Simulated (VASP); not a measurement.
Here is the system:

```yaml
crystal:
  lattice:
    - [0.00000, 2.76873, 2.76873]
    - [2.76873, 0.00000, 2.76873]
    - [2.76873, 2.76873, 0.00000]
  atoms:
    - { symbol: Si, position: [0.25000, 0.25000, 0.25000] }
    - { symbol: Si, position: [0.75000, 0.75000, 0.75000] }
    - { symbol: Ni, position: [0.00000, 0.00000, 0.00000] }
```

All values below come from RPBE GGA, VASP's PBE PAW potentials (set 64) (plane waves; VASP). Numerical set-up: 520 eV cut-off, 10×10×10 Γ-centred mesh, first-order Methfessel-Paxton smearing of 0.10 eV, potentials Si Ni.

What does the run give for the energy per atom (σ→0), pressure, band gap (on the k-mesh) with the smallest direct gap where there is one?

The band gap (on the k-mesh) comes out as none (metal, semimetal or under 0.01 eV) and the energy per atom (σ→0) comes out as -5.398 eV/atom. The pressure comes out as -4.34 GPa.

Total energies compare only between runs with the same potentials, cut-off and functional.

The compound is NiSi2 in the fluorite structure. This cell is one point of a volume scan, at 1.03 of the reference volume. The run is not spin-polarised, so no magnetic state was tried.
